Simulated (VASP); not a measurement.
Consider the following.

```xyz
2
Lattice="0.0000 2.6308 2.6308 2.6308 0.0000 2.6308 2.6308 2.6308 0.0000" Properties=species:S:1:pos:R:3 pbc="T T T"
Sn     0.0000     0.0000     0.0000
O      1.3154     1.3154     1.3154
```

Computed with PBEsol GGA, VASP's PBE PAW potentials (set 64) (plane waves; VASP 6.6.1). Run with 620 eV cut-off, 12×12×12 Γ-centred mesh, first-order Methfessel-Paxton smearing of 0.10 eV, potentials Sn_d O.

Energy and stress use the plane-wave basis of the starting cell.

Task: The ions, cell shape and volume at an external pressure of 10.0 GPa are relaxed. What does this cell relax into?

Result: 
```xyz
2
Lattice="0.0000 2.5850 2.5850 2.5850 0.0000 2.5850 2.5850 2.5850 0.0000" Properties=species:S:1:pos:R:3 pbc="T T T"
Sn     0.0000     0.0000     0.0000
O      1.2925     1.2925     1.2925
```
Space group F-43m (216), at a tolerance of 0.03 Å.

Task: How do energy and volume change from the first to the last step?

Result: The energy (σ→0) changes by +43.4 meV/atom and the volume by -5.1 %, in 3 ionic steps.

| step | E(σ→0) (eV) | max force (eV/Å) | pressure (GPa) | volume (Å³) |
|---|---|---|---|---|
| 1 | -11.0769 | 0.000 | 5.03 | 36.42 |
| 2 | -10.9161 | 0.000 | 13.14 | 33.52 |
| 3 | -10.9900 | 0.000 | 10.02 | 34.55 |

The structure was generated: SnO was put into the zinc blende type (F-43m), which need not be its known phase. This run relaxes it under an external pressure of 10 GPa. Symmetry was kept, so distortions that lower it aren't found.
